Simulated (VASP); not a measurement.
VASP runs on CuS2 (a trial cell in the 3R-MoS2 structure, space group R3m) share one base input (PBE GGA, plane waves, VASP's PBE PAW potentials (set 64)) and change the settings named in each case.

KPOINTS:
```
Automatic mesh
0
Gamma
8 8 8
0 0 0
```

File POSCAR:
```
CuS2
1.0
  1.5058170000   0.8693840000   5.8303010000
 -1.5058170000   0.8693840000   5.8303010000
  0.0000000000  -1.7387680000   5.8303010000
Cu S
1 2
Cart
  0.0000000000   0.0000000000   0.0000000000
 -0.0000000000   0.0000000000  13.1584063269
 -0.0000000000  -0.0000000000  10.1622146430
```

### INCAR
```
SYSTEM = CuS2
PREC = Accurate
ENCUT = 400
EDIFF = 1E-6
NELM = 100
ALGO = Normal
LREAL = .FALSE.
LASPH = .TRUE.
ISMEAR = 0
SIGMA = 0.05
GGA = PE
LMAXMIX = 4
LWAVE = .FALSE.
LCHARG = .FALSE.
ISIF = 2
```

POTCAR, in this order: Cu S (PBE.64 set). Program: vasp_std.

```
change                                                                              E(σ→0) (eV/atom)  pressure (GPa)  −TS (eV)
----------------------------------------------------------------------------------  ----------------  --------------  --------
base run                                                                                     -3.5065           12.46   -0.0037
LDAU = .TRUE., LDAUJ = 0 0, LDAUL = 2 -1, LDAUTYPE = 2, LDAUU = 1.0 0                        -3.3815           12.28   -0.0038
LDAU = .TRUE., LDAUJ = 0 0, LDAUL = 2 -1, LDAUTYPE = 2, LDAUU = 2.0 0                        -3.2613           11.92   -0.0038
LDAU = .TRUE., LDAUJ = 0 0, LDAUL = 2 -1, LDAUTYPE = 2, LDAUU = 3.0 0                        -3.1460           11.53   -0.0039
LDAU = .TRUE., LDAUJ = 0 0, LDAUL = 2 -1, LDAUTYPE = 2, LDAUU = 4.0 0                        -3.0356           11.12   -0.0040
LDAU = .TRUE., LDAUJ = 0 0, LDAUL = 2 -1, LDAUTYPE = 2, LDAUU = 5.0 0                        -2.9304           10.66   -0.0041
LDAU = .TRUE., LDAUJ = 0 0, LDAUL = 2 -1, LDAUTYPE = 2, LDAUU = 6.0 0                        -2.8304           10.15   -0.0042
LDAU = .TRUE., LDAUJ = 0 0, LDAUL = 2 -1, LDAUTYPE = 2, LDAUU = 8.0 0                        -2.6470            9.10   -0.0041
LDAU = .TRUE., LDAUJ = 0 0, LDAUL = 2 -1, LDAUTYPE = 2, LDAUU = 5.0 0, LMAXMIX = 2           -2.9304           10.53   -0.0041
```
 Energies of different potentials or functionals have different zeros.

Left out are runs that ran out of time, are held back, or changed the cell or the kind of run, fixed moments of cells without a moment, rows past the twelfth, gaps on odd meshes, pressures of charged cells and columns that move by less than the noise.

The structure was generated: CuS2 was put into the 3R-MoS2 type (R3m), which need not be its known phase. The cell was not relaxed at this level. The electron count is odd and the run is not spin-polarised, which forces a metal.
